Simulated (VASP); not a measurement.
A periodic (110) film of ZnS (zinc blende) under uniaxial in-plane strain, normal axis and ions relaxed with LDA. Gaps from mBJ in VASP (PAW), over mesh and path in the film cell's folded zone.

| strain (%) | gap (eV) |
|---|---|
| -1 | 3.902 |
| +1 | 3.868 |

Take the line through the two rows and predict the gap at +2 %.

The slope is -0.017 eV per cent, which gives 3.885 + (-0.017)(+2) = 3.85 eV. The run gave 3.82 eV, -0.03 eV from the line.

Runs of the series that failed, ran out of time, didn't relax or are held back are left out.

The compound is ZnS in the zinc blende structure.
